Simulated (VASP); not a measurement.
All values below come from optB88-vdW, VASP's PBE PAW potentials (set 64) (plane waves; VASP).

VASP input:

POSCAR:
```
Tl
1
    1.7631998226    -3.0539517877     0.0000000000
    1.7631998226     3.0539517877     0.0000000000
    0.0000000000     0.0000000000     5.5384177556
Tl
2
Direct
  0.3333330000   0.6666670000   0.2500000000
  0.6666670000   0.3333330000   0.7500000000
```

INCAR:
```
SYSTEM = Tl
PREC = Accurate; ENCUT = 520; LREAL = F
LASPH = T
EDIFF = 1E-7; NELM = 100; ALGO = Normal
LMAXMIX = 4
ISMEAR = 1; SIGMA = 0.1
GGA = BO; LUSE_VDW = T; AGGAC = 0.0
PARAM1 = 0.1833333333; PARAM2 = 0.22
IBRION = 2; NSW = 30; ISIF = 4
EDIFFG = -0.01
LWAVE = F; LCHARG = F
```

KPOINTS:
```
Automatic mesh
0
Gamma
12 12 7
0 0 0
```

POTCAR, in this order: Tl_d (PBE.64 set). Program: vasp_std.

Output

**OSZICAR**
```
       N       E                     dE             d eps       ncg     rms          rms(c)
DAV:   1     0.134377624448E+03    0.13438E+03   -0.14390E+04  2608   0.143E+03
DAV:   2     0.390886493417E+01   -0.13047E+03   -0.12901E+03  2698   0.295E+02
DAV:   3     0.166180767611E+01   -0.22471E+01   -0.21847E+01  3105   0.342E+01
DAV:   4     0.164691510404E+01   -0.14893E-01   -0.14890E-01  2851   0.270E+00
DAV:   5     0.164671362873E+01   -0.20148E-03   -0.20147E-03  2999   0.326E-01    0.257E+00
DAV:   6     0.168718615556E+01    0.40473E-01   -0.79176E-02  2711   0.232E+00    0.179E+00
DAV:   7     0.169470152508E+01    0.75154E-02   -0.31275E-02  2709   0.144E+00    0.652E-01
DAV:   8     0.169530990196E+01    0.60838E-03   -0.20415E-03  2693   0.391E-01    0.297E-02
DAV:   9     0.169530655104E+01   -0.33509E-05   -0.12070E-05  3159   0.306E-02    0.829E-03
DAV:  10     0.169530349883E+01   -0.30522E-05   -0.36565E-06  2704   0.150E-02    0.150E-03
DAV:  11     0.169530332629E+01   -0.17253E-06   -0.17131E-07  2167   0.326E-03    0.654E-04
DAV:  12     0.169530334332E+01    0.17022E-07   -0.25291E-08  1399   0.133E-03
   1 F= 0.16953033E+01 E0= 0.16952020E+01  d E =0.169530E+01
       N       E                     dE             d eps       ncg     rms          rms(c)
DAV:   1     0.168216553013E+01   -0.13138E-01   -0.49917E-01  2631   0.549E+00    0.462E-01
DAV:   2     0.168945895176E+01    0.72934E-02   -0.47363E-03  2665   0.744E-01    0.281E-01
DAV:   3     0.169325032935E+01    0.37914E-02   -0.71888E-03  2682   0.856E-01    0.313E-02
DAV:   4     0.169322778353E+01   -0.22546E-04   -0.41580E-04  2673   0.187E-01    0.172E-02
DAV:   5     0.169322660744E+01   -0.11761E-05   -0.48249E-06  3226   0.209E-02    0.261E-03
DAV:   6     0.169322698095E+01    0.37352E-06   -0.67520E-07  2436   0.892E-03    0.345E-04
DAV:   7     0.169322697848E+01   -0.24743E-08   -0.47957E-08  1381   0.192E-03
   2 F= 0.16932270E+01 E0= 0.16930992E+01  d E =-.207636E-02
       N       E                     dE             d eps       ncg     rms          rms(c)
DAV:   1     0.166346897558E+01   -0.29758E-01   -0.12955E+00  2638   0.886E+00    0.742E-01
DAV:   2     0.168194897477E+01    0.18480E-01   -0.11939E-02  2670   0.118E+00    0.453E-01
DAV:   3     0.169177057629E+01    0.98216E-02   -0.18554E-02  2698   0.138E+00    0.505E-02
DAV:   4     0.169171455897E+01   -0.56017E-04   -0.10646E-03  2665   0.299E-01    0.287E-02
DAV:   5     0.169171048521E+01   -0.40738E-05   -0.11789E-05  3099   0.314E-02    0.452E-03
DAV:   6     0.169171139580E+01    0.91059E-06   -0.19405E-06  2690   0.145E-02    0.731E-04
DAV:   7     0.169171137368E+01   -0.22127E-07   -0.10726E-07  1600   0.312E-03
   3 F= 0.16917114E+01 E0= 0.16915915E+01  d E =-.359197E-02
```

**OUTCAR**
```
------------------------ aborting loop because EDIFF is reached ----------------------------------------
  FORCE on cell =-STRESS in cart. coord.  units (eV):
  Direction    XX          YY          ZZ          XY          YZ          ZX
  --------------------------------------------------------------------------------------
  Total        0.3745177      0.3745177      0.3517244      0.0000000     -0.0000000      0.0000000
  in kB       10.0601279     10.0601286      9.4478641      0.0000000     -0.0000000      0.0000000
  external PRESSURE =       9.8560402 kB  Pullay stress =       0.0000000 kB
  volume of cell :       59.65
      direct lattice vectors                 reciprocal lattice vectors
     1.777636039 -3.078956055  0.000000000     0.281272425 -0.162392704 -0.000000000
     1.777636039  3.078956055 -0.000000000     0.281272425  0.162392704  0.000000000
     0.000000000 -0.000000000  5.448827816    -0.000000000  0.000000000  0.183525711
 POSITION                                       TOTAL-FORCE (eV/Angst)
 -----------------------------------------------------------------------------------
      1.77764      1.02632      1.36221         0.000000     -0.000000     -0.000000
      1.77764     -1.02632      4.08662        -0.000000      0.000000      0.000000
 -----------------------------------------------------------------------------------
    total drift:                               -0.000000      0.000470      0.000009
  FREE ENERGIE OF THE ION-ELECTRON SYSTEM (eV)
  ---------------------------------------------------
  free  energy   TOTEN  =         1.6917113737 eV

  energy  without entropy=        1.6913517987  energy(sigma->0) =        1.69159152

 reached required accuracy - stopping structural energy minimisation
```
(Selected blocks of OUTCAR.)

### CONTCAR
```
Tl
   1.00000000000000
     1.7776360387628498   -3.0789560550011501    0.0000000000000000
     1.7776360387628498    3.0789560550011501   -0.0000000000000000
     0.0000000000000000   -0.0000000000000000    5.4488278155870562
  Tl
     2
Direct
     0.3333330000000032    0.6666669999999968    0.2500000000000000
     0.6666669999999968    0.3333330000000032    0.7500000000000000
```

The compound is Tl in the hcp structure. This cell is one point of a volume scan, at 0.97 of the reference volume. Symmetry was kept, so distortions that lower it aren't found.
